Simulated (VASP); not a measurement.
A convergence study with VASP on TiS₂ (1T layered): one setting is varied, all else stays as given below, so the limit is that of these other settings.

```yaml
crystal:
  lattice:
    - [1.70500, -2.95315, 0.00000]
    - [1.70500, 2.95315, 0.00000]
    - [0.00000, 0.00000, 5.70000]
  atoms:
    - { symbol: Ti, position: [0.00000, 0.00000, 0.00000] }
    - { symbol: S, position: [0.33333, 0.66667, 0.25000] }
    - { symbol: S, position: [0.66667, 0.33333, 0.75000] }
```

Method: PBE GGA, VASP's PBE PAW potentials (set 64) (plane waves; VASP). The tightest run used: 550 eV cut-off, 20×20×10 Γ-centred mesh, first-order Methfessel-Paxton smearing of 0.10 eV, potentials Ti_sv S.

| setting | E (eV/atom) | pressure (GPa) | irreducible k-points |
|---|---|---|---|
| 1×1×1 mesh | -2.9137 | 38.34 | 1 |
| 2×2×1 mesh | -6.2245 | 4.14 | 2 |
| 3×3×2 mesh | -6.5342 | 1.86 | 6 |
| 4×4×2 mesh | -6.6006 | 0.55 | 8 |
| 5×5×2 mesh | -6.6198 | 0.66 | 10 |

**Question.** These are the cheaper rows. Estimate the results at 20×20×10 mesh, and how far the last row shown lies from them.

**Answer.** 
```csv
quantity,tightest run,last row shown is off by
E (eV/atom),-6.6431,0.0232
pressure (GPa),0.43,0.23
```

Left out are rungs that failed or repeat a setting and relaxations that didn't move; long series are thinned to 24 rows.

The compound is TiS2 in the 1T layered structure. The cell was not relaxed at this level.
